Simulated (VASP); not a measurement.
Energy against volume of InAs (zinc blende). All values below come from optB88-vdW, VASP's PBE PAW potentials (set 64) (plane waves; VASP).

```tsv
V (Å³/atom)	E (eV/atom)
27.724	-1.41637
28.609	-1.43061
29.493	-1.43509
30.378	-1.43135
31.263	-1.42074
```

Task: Fit a third-order Birch-Murnaghan equation of state.

Result: 
```json
{
  "volume_per_atom": "29.51 Å³/atom",
  "bulk_modulus": "492 kbar",
  "pressure_derivative_of_the_bulk_modulus": "4.85",
  "lattice_constant_a": "6.180 Å"
}
```

Measured: bulk modulus 58.6 GPa at 0 K (computed value off by -16.0 %), as given by Daniel Mejia-Rodriguez et al., Physical Review B (2018), arXiv:1807.09216 [0 K value with the zero-point phonon effect removed]; a 6.047 Å at 0 K (computed value off by +2.2 %), as given by Daniel Mejia-Rodriguez et al., Physical Review B (2018), arXiv:1807.09216 [static lattice: zero-point anharmonic expansion removed].

The compound is InAs in the zinc blende structure. It was relaxed first, which changed the volume by +6 %.
